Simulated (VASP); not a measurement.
# SiGeH6 in VASP: further runs

One molecule, SiGeH6, is run at these levels: PBE, HSE06, SCAN+D3(BJ); tasks: electron localisation function, single point.

All numbers are computed with VASP 6.6.1; they aren't measurements. Logs are shortened: lines on timing, memory, paths and dates and some standing lists are left out, and cuts for length are marked.

### Step 1. The structure

The cell holds a molecule in a box, 8 atoms: a = 13.000 Å, b = 13.000 Å, c = 14.000 Å, α = 90.00°, β = 90.00°, γ = 90.00°.

### Step 2. Electron localisation function, PBE

File INCAR:

```
PREC = Accurate
ENCUT = 520
EDIFF = 1E-6
ISMEAR = 0
SIGMA = 0.01
LREAL = False
LASPH = True
NELM = 60
ALGO = Fast
ISIF = 2
LWAVE = False
LCHARG = True
GGA = PE
LELF = True
```

File KPOINTS:

```
Automatic mesh
0
Gamma
  1 1 1
```

File POSCAR:

```
SiGeH6
1.0
   13.0000000000      0.0000000000      0.0000000000
    0.0000000000     13.0000000000      0.0000000000
    0.0000000000      0.0000000000     14.0000000000
Si Ge H
1 1 6
Direct
    0.4589692300      0.5329500000      0.4300535700
    0.5394615400      0.4729269200      0.5720250000
    0.3529538500      0.5691576900      0.4514321400
    0.4532692300      0.4487269200      0.3584035700
    0.5187769200      0.6197192300      0.3888250000
    0.5463384600      0.5596500000      0.6464535700
    0.6490461500      0.4347192300      0.5507178600
    0.4780000000      0.3835115400      0.6157892900
```

Potentials or basis: VASP PAW PBE potentials, release 64 (Si, Ge_d, H).

Run with:

```
> cat potpaw_PBE.64/Si/POTCAR potpaw_PBE.64/Ge_d/POTCAR potpaw_PBE.64/H/POTCAR > POTCAR
> mpirun -np 1 vasp_gam > vasp.out
```

OUTCAR:

```text
PREC = Accurate
   ENCUT = 520
   EDIFF = 1E-6
   ISMEAR = 0
   LREAL = False
   LASPH = True
   NELM = 60
   ISIF = 2
   GGA = PE

 ion  position               nearest neighbor table
   1  0.459  0.533  0.430-   5 1.49   4 1.49   3 1.49   2 2.38
   2  0.539  0.473  0.572-   6 1.54   8 1.54   7 1.54   1 2.38
   3  0.353  0.569  0.451-   1 1.49
   4  0.453  0.449  0.358-   1 1.49
   5  0.519  0.620  0.389-   1 1.49
   6  0.546  0.560  0.646-   2 1.54
   7  0.649  0.435  0.551-   2 1.54
   8  0.478  0.384  0.616-   2 1.54

  LATTYP: Found a simple tetragonal cell.
 ALAT       =    13.0000000000
 C/A-ratio  =     1.0769230769

  Lattice vectors:

 A1 = (  13.0000000000,   0.0000000000,   0.0000000000)
 A2 = (   0.0000000000,  13.0000000000,   0.0000000000)
 A3 = (   0.0000000000,   0.0000000000,  14.0000000000)

Analysis of symmetry for initial positions (statically):
=====================================================================
 Subroutine PRICEL returns:
 Original cell was already a primitive cell.

 Routine SETGRP: Setting up the symmetry group for a
 simple tetragonal supercell.

 Subroutine GETGRP returns: Found  1 space group operations
 (whereof  1 operations were pure point group operations)
 out of a pool of 16 trial point group operations.

The static configuration has the point symmetry C_1 .

Analysis of symmetry for dynamics (positions and initial velocities):
=====================================================================
 Subroutine PRICEL returns:
 Original cell was already a primitive cell.

 Routine SETGRP: Setting up the symmetry group for a
 simple tetragonal supercell.

 Subroutine GETGRP returns: Found  1 space group operations
 (whereof  1 operations were pure point group operations)
 out of a pool of 16 trial point group operations.

The dynamic configuration has the point symmetry C_1 .

 Subroutine INISYM returns: Found  1 space group operations
 (whereof  1 operations are pure point group operations),
 and found     1 'primitive' translations

----------------------------------------------------------------------------------------

                                     Primitive cell

  volume of cell :    2366.0000

  direct lattice vectors                    reciprocal lattice vectors
    13.000000000  0.000000000  0.000000000     0.076923077  0.000000000  0.000000000
     0.000000000 13.000000000  0.000000000     0.000000000  0.076923077  0.000000000
     0.000000000  0.000000000 14.000000000     0.000000000  0.000000000  0.071428571

  length of vectors
    13.000000000 13.000000000 14.000000000     0.076923077  0.076923077  0.071428571

  position of ions in fractional coordinates (direct lattice)
     0.458969230  0.532950000  0.430053570
     0.539461540  0.472926920  0.572025000
     0.352953850  0.569157690  0.451432140
     0.453269230  0.448726920  0.358403570
     0.518776920  0.619719230  0.388825000
     0.546338460  0.559650000  0.646453570
     0.649046150  0.434719230  0.550717860
     0.478000000  0.383511540  0.615789290

  ion indices of the primitive-cell ions
   primitive index   ion index
                 1           1
                 2           2
                 3           3
                 4           4
                 5           5
                 6           6
                 7           7
                 8           8

----------------------------------------------------------------------------------------

 KPOINTS: Automatic mesh

Automatic generation of k-mesh.
 Grid dimensions read from file:
 generate k-points for:    1    1    1

 Generating k-lattice:

  Cartesian coordinates                     Fractional coordinates (reciprocal lattice)
     0.076923077  0.000000000  0.000000000     1.000000000  0.000000000  0.000000000
     0.000000000  0.076923077  0.000000000     0.000000000  1.000000000  0.000000000
     0.000000000  0.000000000  0.071428571     0.000000000  0.000000000  1.000000000

  Length of vectors
     0.076923077  0.076923077  0.071428571

  Shift w.r.t. Gamma in fractional coordinates (k-lattice)
     0.000000000  0.000000000  0.000000000

 Subroutine IBZKPT returns following result:
 ===========================================

 Found      1 irreducible k-points:

 Following reciprocal coordinates:
            Coordinates               Weight
  0.000000  0.000000  0.000000      1.000000
   k-points           NKPTS =      1   k-points in BZ     NKDIM =      1   number of bands    NBANDS=     17
   number of dos      NEDOS =    301   number of ions     NIONS =      8
   total plane-waves  NPLWV = ******
   dimension x,y,z NGX =    98 NGY =   98 NGZ =  108
   dimension x,y,z NGXF=   196 NGYF=  196 NGZF=  216
   ions per type =               1   1   6
   NGX,Y,Z   is equivalent  to a cutoff of  12.53, 12.53, 12.82 a.u.
   NGXF,Y,Z  is equivalent  to a cutoff of  25.06, 25.06, 25.65 a.u.
 SYSTEM =  unknown system
   PREC   = accura    normal or accurate (medium, high low for compatibility)
   ISTART =      0    job   : 0-new  1-cont  2-samecut
   ICHARG =      2    charge: 1-file 2-atom 10-const
   ISPIN  =      1    spin polarized calculation?
   LNONCOLLINEAR =      F non collinear calculations
   LSORBIT =      F    spin-orbit coupling
   LASPH  =      T    aspherical Exc in radial PAW
   ENCUT  =  520.0 eV  38.22 Ry    6.18 a.u.  24.17 24.17 26.03*2*pi/ulx,y,z
   NELM   =     60;   NELMIN=  2; NELMDL= -5     # of ELM steps
   EDIFF  = 0.1E-05   stopping-criterion for ELM
   LREAL  =      F    real-space projection
   EDIFFG = 0.1E-04   stopping-criterion for IOM
   NSW    =      0    number of steps for IOM
   IBRION =     -1    ionic relax: 0-MD 1-quasi-New 2-CG
   NFREE  =      0    steps in history (QN), initial steepest desc. (CG)
   ISIF   =      2    stress and relaxation
   ISYM   =      2    0-nonsym 1-usesym 2-fastsym
   POTIM  = 0.5000    time-step for ionic-motion
   TEBEG  =    0.0;   TEEND  =   0.0 temperature during run
   PSTRESS=    0.0 pullay stress
   NELECT =      24.0000    total number of electrons
   NUPDOWN=      -1.0000    fix difference up-down
   EMIN   =  10.00;   EMAX   =-10.00  energy-range for DOS
   EFERMI =   0.00;   METHOD = LEGACY
   ISMEAR =     0;   SIGMA  =   0.01  broadening in eV -4-tet -1-fermi 0-gaus
   EFERMI_NEDOS =   21; number of points for ismear=-14 and -15
   IALGO  =     68    algorithm
   IMIX   =      4    mixing-type and parameters
     AMIX     =   0.40;   BMIX     =  1.00
     AMIX_MAG =   1.60;   BMIX_MAG =  1.00
  volume/ion in A,a.u.               =     295.75      1995.82
  Fermi-wavevector in a.u.,A,eV,Ry     =   0.354384  0.669688  1.708725  0.125588
  Thomas-Fermi vector in A             =   1.269377
   LORBIT       =      0    0 simple, 1 ext, 2 COOP (PROOUT), +10 PAW based schemes
   GGA     = PE    functional components
   LHFCALC =     F    Hartree Fock is set to
   AEXX    =    0.0000 exact exchange contribution
   IVDW    =     0    specifies the selected vdW correction
   LEPSILON=     F    determine dielectric tensor
   LRPA    =     F    only Hartree local field effects (RPA)
 non-spin polarized calculation
 RMM-DIIS sequential band-by-band and
 Gauss-broadening in eV      SIGMA  =   0.01
  energy-cutoff  :      520.00
  volume of cell :     2366.00
 maximum number of plane-waves:     31773
 NGX is ok and might be reduce to    98
   NGX = 49   NGY = 49   NGZ = 53

 number of electron      23.9999996 magnetization

 Free energy of the ion-electron system (eV)
  ---------------------------------------------------
  ext. energy  EPLUGINS =         0.00000000
  ---------------------------------------------------
  free energy    TOTEN  =       -29.68584993 eV

  energy without entropy =      -29.68584993  energy(sigma->0) =      -29.68584993

 E-fermi :  -6.9011     XC(G=0):  -0.6639

 val. band max:       -6.9712097212   @ k =   0.0000   0.0000   0.0000
 cond. band min:      -0.7507503249   @ k =   0.0000   0.0000   0.0000
 fundamental gap:      6.2204593963
 Fermi energy:        -6.9011050749

 k-point     1 :       0.0000    0.0000    0.0000
  band No.  band energies     occupation
      1     -28.3829      2.00000
      2     -28.3829      2.00000
      3     -28.3525      2.00000
      4     -28.3087      2.00000
      5     -28.3087      2.00000
      6     -14.2627      2.00000
[... 9 lines left out ...]
     16      -0.2012      0.00000
     17       0.3553      0.00000

------------------------ aborting loop because EDIFF is reached ----------------------------------------

  FORCE on cell =-STRESS in cart. coord.  units (eV):
  Direction    XX          YY          ZZ          XY          YZ          ZX
  --------------------------------------------------------------------------------------
  -------------------------------------------------------------------------------------
  Total        0.1257862      0.1302071      0.1107002      0.0055462      0.0072496     -0.0095921
  in kB        0.0851783      0.0881720      0.0749625      0.0037557      0.0049092     -0.0064955
  external PRESSURE =       0.0827709 kB  Pullay stress =       0.0000000 kB

 VOLUME and BASIS-vectors are now :
 -----------------------------------------------------------------------------
  energy-cutoff  :      520.00
  volume of cell :     2366.00
      direct lattice vectors                 reciprocal lattice vectors
    13.000000000  0.000000000  0.000000000     0.076923077  0.000000000  0.000000000
     0.000000000 13.000000000  0.000000000     0.000000000  0.076923077  0.000000000
     0.000000000  0.000000000 14.000000000     0.000000000  0.000000000  0.071428571

 POSITION                                       TOTAL-FORCE (eV/Angst)
 -----------------------------------------------------------------------------------
      5.96660      6.92835      6.02075         0.036663     -0.030669      0.075756
      7.01300      6.14805      8.00835         0.000867     -0.003232      0.001239
      4.58840      7.39905      6.32005        -0.109684      0.038467      0.021031
      5.89250      5.83345      5.01765        -0.006743     -0.085732     -0.081345
      6.74410      8.05635      5.44355         0.062045      0.092140     -0.049397
      7.10240      7.27545      9.05035         0.006830     -0.012074      0.007698
      8.43760      5.65135      7.71005        -0.002582     -0.001614      0.016237
      6.21400      4.98565      8.62105         0.012603      0.002714      0.008782
 -----------------------------------------------------------------------------------
    total drift:                               -0.001647     -0.001771      0.000480

  FREE ENERGIE OF THE ION-ELECTRON SYSTEM (eV)
  ---------------------------------------------------
  free  energy   TOTEN  =       -29.6858499334 eV

  energy  without entropy=      -29.6858499334  energy(sigma->0) =      -29.68584993
```

Run time: 4.3 min. Hardware: 1 thread of Intel Xeon Platinum 8488C (Sapphire Rapids), shared host; peak memory 1.7 GiB.

What came out:

| Property | Result |
| --- | --- |
| Free energy | -29.6858 eV |
| Largest force | 0.122 eV/Å |
| Gap between the frontier levels | 6.22 eV |

Forces on the atoms (eV/Å):
```
Si   0.037 -0.031  0.076
Ge   0.001 -0.003  0.001
H   -0.110  0.038  0.021
H   -0.007 -0.086 -0.081
H    0.062  0.092 -0.049
H    0.007 -0.012  0.008
H   -0.003 -0.002  0.016
H    0.013  0.003  0.009
```

[end of part 1 of 2]
